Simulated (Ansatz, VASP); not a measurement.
# Te2As in two plane-wave programs, part 2 of 3

Aim: how closely do two programs agree when they are given the same cell, functional and k mesh? The cell is generated by rule, not measured, and may not be a known phase. The cell is taken from a series of runs on this material, whose earlier steps may have relaxed, scaled, displaced or heated it; both programs get it as it stands.

VASP 6.6.1 and Ansatz 0.2.0.

So far: The structure; Ansatz: zone-centre phonons, LDA.

## (3) VASP: zone-centre phonons, LDA

Level of this step: LDA; plane waves and PAW (As, Te); invented cell (VASP).

The same cell, functional (in two slightly different forms), mesh and smearing now go to VASP, with its own data sets.

Lines of VASP's logs that name or quote its potential files are left out, and so is its time.

INCAR reads:

```
SYSTEM = Te2As
PREC = Accurate
ENCUT = 500
EDIFF = 1E-08
NELM = 120
ISMEAR = 1
SIGMA = 0.15
LREAL = .FALSE.
ALGO = Normal
GGA = CA
NBANDS = 23
LORBIT = 11
LWAVE = .FALSE.
LCHARG = .FALSE.
ISIF = 2
IBRION = 8
LASPH = .TRUE.
GGA_COMPAT = .FALSE.
KPAR = 2
```

POSCAR reads:

```
Te2As
1.0
    4.0872187038      0.0000000000     -0.0398085790
    0.0000000000      7.6501647166      0.0000000000
   -1.2983501861      0.0000000000      5.5267336816
As Te
2 4
Direct
    0.1204530774      0.2500000000      0.0957256585
    0.8795469226      0.7500000000      0.9042743415
    0.2601676330      0.9967442763      0.7395416046
    0.7398323670      0.4967442763      0.2604583954
    0.2601676330      0.5032557237      0.7395416046
    0.7398323670      0.0032557237      0.2604583954
```

KPOINTS reads:

```
Automatic mesh
0
Gamma
8 4 6
0 0 0
```

Potentials, in the order of the species: As and Te (LDA family, release 64).

Started as:

```sh
> mpirun -np 2 vasp_std
```

The log of the run:

```text
[banner, memory and clock lines left out]
running    2 mpi-ranks, on    1 nodes
 distrk:  each k-point on    1 cores,    2 groups
 distr:  one band on    1 cores,    1 groups

 POSCAR found type information on POSCAR AsTe
 POSCAR found :  2 types and       6 ions
 LDA part: xc-table for (Slater(with rela. corr.)+CA(PZ))
 , standard interpolation
 POSCAR, INCAR and KPOINTS ok, starting setup
 FFT: planning ... GRIDC
 FFT: planning ... GRID_SOFT
 FFT: planning ... GRID
 WAVECAR not read
 entering main loop
       N       E                     dE             d eps       ncg     rms          rms(c)
DAV:   1     0.157615000068E+03    0.15762E+03   -0.12572E+04  3588   0.118E+03
DAV:   2    -0.111507327111E+02   -0.16877E+03   -0.16220E+03  4806   0.177E+02
DAV:   3    -0.245590483515E+02   -0.13408E+02   -0.13114E+02  4536   0.537E+01
DAV:   4    -0.248656411169E+02   -0.30659E+00   -0.30473E+00  4453   0.925E+00
DAV:   5    -0.248743910196E+02   -0.87499E-02   -0.87454E-02  5030   0.154E+00    0.140E+01
DAV:   6    -0.248282646406E+02    0.46126E-01   -0.33175E-02  4180   0.956E-01    0.841E+00
DAV:   7    -0.248100181676E+02    0.18246E-01   -0.42559E-02  4267   0.988E-01    0.473E-01
DAV:   8    -0.248099725057E+02    0.45662E-04   -0.34038E-03  4253   0.309E-01    0.239E-01
DAV:   9    -0.248098378788E+02    0.13463E-03   -0.40217E-04  4349   0.104E-01    0.703E-02
DAV:  10    -0.248098392483E+02   -0.13695E-05   -0.73100E-05  4148   0.408E-02    0.141E-02
DAV:  11    -0.248098385365E+02    0.71183E-06   -0.47940E-06  4275   0.122E-02    0.602E-03
DAV:  12    -0.248098385395E+02   -0.30359E-08   -0.10285E-06  4421   0.498E-03    0.169E-03
DAV:  13    -0.248098385500E+02   -0.10433E-07   -0.95954E-08  4353   0.174E-03    0.585E-04
DAV:  14    -0.248098385526E+02   -0.26430E-08   -0.12712E-08  2762   0.559E-04
   1 F= -.24809839E+02 E0= -.24808722E+02  d E =-.335030E-02
 Linear response reoptimize wavefunctions to high precision
DAV:   1    -0.248098385528E+02   -0.16007E-09   -0.34658E-09  2850   0.356E-04
DAV:   2    -0.248098385528E+02   -0.68894E-10   -0.62257E-10  2529   0.144E-04
 Linear response DOF=           6
 Linear response progress:
  Degree of freedom:   1/  6
       N       E                     dE             d eps       ncg     rms          rms(c)
RMM:   1    -0.444723971993E-01   -0.44472E-01    0.41998E-02  7917   0.939E-01
RMM:   2    -0.420818573552E-01    0.23905E-02   -0.31705E-03  5598   0.243E-01    0.104E-01
RMM:   3    -0.419456976003E-01    0.13616E-03   -0.43153E-04  5963   0.687E-02    0.564E-02
RMM:   4    -0.418841038926E-01    0.61594E-04   -0.38493E-05  6181   0.218E-02    0.328E-02
RMM:   5    -0.418527882704E-01    0.31316E-04   -0.10517E-05  6273   0.122E-02    0.422E-03
RMM:   6    -0.418569719647E-01   -0.41837E-05   -0.10432E-06  6517   0.298E-03    0.163E-03
RMM:   7    -0.418618912335E-01   -0.49193E-05   -0.19432E-07  6043   0.115E-03    0.479E-04
RMM:   8    -0.418624739641E-01   -0.58273E-06   -0.43697E-08  6597   0.372E-04    0.193E-04
RMM:   9    -0.418619976414E-01    0.47632E-06   -0.21025E-08  6518   0.145E-04    0.493E-05
RMM:  10    -0.418621289867E-01   -0.13135E-06   -0.31394E-08  6702   0.586E-05    0.250E-05
RMM:  11    -0.418621039674E-01    0.25019E-07    0.10752E-08  6832   0.258E-05    0.461E-06
RMM:  12    -0.418621173903E-01   -0.13423E-07   -0.15142E-08  6839   0.157E-05    0.225E-06
RMM:  13    -0.418621169435E-01    0.44684E-09   -0.30869E-09  5926   0.124E-05    0.909E-07
 first order change of Fermi-energy   0.32162E+00
 force on displaced ion       1 direction 1 :  -2.837   0.000   0.530
 Linear response progress:
  Degree of freedom:   2/  6
       N       E                     dE             d eps       ncg     rms          rms(c)
RMM:   1    -0.526848795827E-01   -0.52685E-01    0.58181E-02 10838   0.982E-01
RMM:   2    -0.495872284199E-01    0.30977E-02   -0.34579E-03  7198   0.261E-01    0.150E-01
RMM:   3    -0.493351244539E-01    0.25210E-03   -0.38798E-04  7612   0.709E-02    0.105E-01
RMM:   4    -0.492895338743E-01    0.45591E-04    0.46643E-05  8072   0.221E-02    0.518E-02
RMM:   5    -0.492636074712E-01    0.25926E-04    0.14495E-05  8078   0.119E-02    0.482E-03
RMM:   6    -0.492703840760E-01   -0.67766E-05   -0.30381E-07  8426   0.281E-03    0.226E-03
RMM:   7    -0.492759999059E-01   -0.56158E-05   -0.27720E-06  7872   0.118E-03    0.505E-04
RMM:   8    -0.492749976915E-01    0.10022E-05    0.58348E-07  8602   0.339E-04    0.136E-04
RMM:   9    -0.492745466696E-01    0.45102E-06    0.51514E-07  8419   0.128E-04    0.639E-05
RMM:  10    -0.492745791828E-01   -0.32513E-07    0.31521E-07  8817   0.458E-05    0.140E-05
RMM:  11    -0.492746281436E-01   -0.48961E-07    0.68315E-08  8777   0.198E-05    0.882E-06
RMM:  12    -0.492746339265E-01   -0.57829E-08    0.42445E-08  9048   0.122E-05    0.210E-06
 first order change of Fermi-energy   0.27646E-04
 force on displaced ion       1 direction 2 :   0.009  -4.655  -0.000
 Linear response progress:
  Degree of freedom:   3/  6
       N       E                     dE             d eps       ncg     rms          rms(c)
RMM:   1    -0.491552606626E-01   -0.49155E-01    0.40066E-02  7887   0.922E-01
RMM:   2    -0.472595480699E-01    0.18957E-02   -0.30800E-03  5606   0.236E-01    0.807E-02
RMM:   3    -0.471450112866E-01    0.11454E-03   -0.21280E-04  6007   0.514E-02    0.538E-02
RMM:   4    -0.470879104124E-01    0.57101E-04   -0.19907E-05  6284   0.158E-02    0.202E-02
RMM:   5    -0.470685030771E-01    0.19407E-04   -0.35740E-06  6365   0.661E-03    0.269E-03
RMM:   6    -0.470726864234E-01   -0.41833E-05   -0.33430E-07  6455   0.196E-03    0.984E-04
RMM:   7    -0.470747834239E-01   -0.20970E-05   -0.81239E-08  6371   0.676E-04    0.273E-04
RMM:   8    -0.470745903005E-01    0.19312E-06    0.12289E-08  6614   0.207E-04    0.115E-04
RMM:   9    -0.470745477832E-01    0.42517E-07   -0.13879E-08  6708   0.641E-05    0.432E-05
RMM:  10    -0.470745425161E-01    0.52671E-08   -0.12315E-08  6881   0.244E-05    0.262E-05
 first order change of Fermi-energy   0.12704E+00
 force on displaced ion       1 direction 3 :   0.529   0.000  -2.324
 Linear response progress:
  Degree of freedom:   4/  6
       N       E                     dE             d eps       ncg     rms          rms(c)
RMM:   1    -0.480555495118E-01   -0.48056E-01    0.22885E-02 10514   0.960E-01
RMM:   2    -0.457686956211E-01    0.22869E-02   -0.33058E-03  7319   0.276E-01    0.814E-02
RMM:   3    -0.457273733860E-01    0.41322E-04   -0.21107E-04  7920   0.608E-02    0.570E-02
RMM:   4    -0.456937072661E-01    0.33666E-04   -0.27523E-05  8280   0.180E-02    0.288E-02
RMM:   5    -0.456768575383E-01    0.16850E-04   -0.78427E-06  8137   0.978E-03    0.539E-03
RMM:   6    -0.456787700663E-01   -0.19125E-05   -0.97069E-07  8466   0.300E-03    0.342E-03
RMM:   7    -0.456798081873E-01   -0.10381E-05   -0.65536E-07  8395   0.110E-03    0.539E-04
RMM:   8    -0.456795929642E-01    0.21522E-06   -0.19501E-07  8640   0.349E-04    0.173E-04
RMM:   9    -0.456794249182E-01    0.16805E-06   -0.15358E-07  8663   0.120E-04    0.680E-05
RMM:  10    -0.456794012055E-01    0.23713E-07   -0.48753E-08  8982   0.425E-05    0.320E-05
RMM:  11    -0.456794222784E-01   -0.21073E-07   -0.21046E-08  8970   0.206E-05    0.171E-05
RMM:  12    -0.456794401591E-01   -0.17881E-07    0.33685E-09  8987   0.149E-05    0.386E-06
RMM:  13    -0.456794419880E-01   -0.18289E-08    0.17103E-08  8083   0.118E-05    0.142E-06
 first order change of Fermi-energy   0.97092E-01
 force on displaced ion       3 direction 1 :  -3.254  -0.723   0.168
 Linear response progress:
  Degree of freedom:   5/  6
       N       E                     dE             d eps       ncg     rms          rms(c)
RMM:   1    -0.604849680361E-01   -0.60485E-01    0.28920E-02 10790   0.974E-01
RMM:   2    -0.580681524553E-01    0.24168E-02   -0.33943E-03  7325   0.285E-01    0.748E-02
RMM:   3    -0.580514597879E-01    0.16693E-04   -0.15332E-04  7983   0.601E-02    0.541E-02
RMM:   4    -0.580241131592E-01    0.27347E-04   -0.52498E-06  8272   0.176E-02    0.200E-02
RMM:   5    -0.580185659757E-01    0.55472E-05    0.28942E-06  8282   0.722E-03    0.409E-03
RMM:   6    -0.580200358140E-01   -0.14698E-05   -0.62610E-07  8430   0.225E-03    0.223E-03
RMM:   7    -0.580206376627E-01   -0.60185E-06   -0.39580E-08  8471   0.805E-04    0.403E-04
RMM:   8    -0.580204273846E-01    0.21028E-06    0.45193E-08  8666   0.264E-04    0.118E-04
RMM:   9    -0.580203425367E-01    0.84848E-07   -0.29992E-08  8769   0.938E-05    0.613E-05
RMM:  10    -0.580203470258E-01   -0.44891E-08   -0.33387E-08  8905   0.393E-05    0.233E-05
 first order change of Fermi-energy   0.44775E-01
 force on displaced ion       3 direction 2 :  -0.703  -3.492   0.690
 Linear response progress:
  Degree of freedom:   6/  6
       N       E                     dE             d eps       ncg     rms          rms(c)
RMM:   1    -0.556296476170E-01   -0.55630E-01    0.34030E-02 10722   0.964E-01
RMM:   2    -0.527520399471E-01    0.28776E-02   -0.34500E-03  7221   0.278E-01    0.123E-01
RMM:   3    -0.527470177160E-01    0.50222E-05   -0.21973E-04  7824   0.602E-02    0.831E-02
RMM:   4    -0.527264989789E-01    0.20519E-04   -0.13757E-05  8243   0.181E-02    0.157E-02
RMM:   5    -0.527250686767E-01    0.14303E-05   -0.38246E-06  8467   0.493E-03    0.379E-03
RMM:   6    -0.527236896051E-01    0.13791E-05    0.11229E-07  8418   0.150E-03    0.190E-03
RMM:   7    -0.527232297837E-01    0.45982E-06   -0.29644E-07  8464   0.588E-04    0.356E-04
RMM:   8    -0.527232795292E-01   -0.49745E-07   -0.80627E-08  8658   0.185E-04    0.145E-04
RMM:   9    -0.527233126592E-01   -0.33130E-07   -0.24252E-08  8774   0.705E-05    0.481E-05
RMM:  10    -0.527233284563E-01   -0.15797E-07    0.38344E-08  8988   0.279E-05    0.182E-05
RMM:  11    -0.527233334909E-01   -0.50346E-08    0.31654E-08  8875   0.177E-05    0.461E-06
 first order change of Fermi-energy   0.80386E-01
 force on displaced ion       3 direction 3 :   0.197   0.703  -3.703
 Linear response finished
```

(Part 2 of 3 ends here.)

[Lines on the potential files, build, host, timing and source positions are cut from VASP's logs without a mark.]

[Logs are printed without paths, hosts, clocks, repeated set-up lines and the standing remarks that a program may print on its own settings, such as how far it seeks lower states.]

[Hosts, paths, dates, database ids (printed as entryN), source tags and the programs' standing remarks are cut or masked in the printed files.]
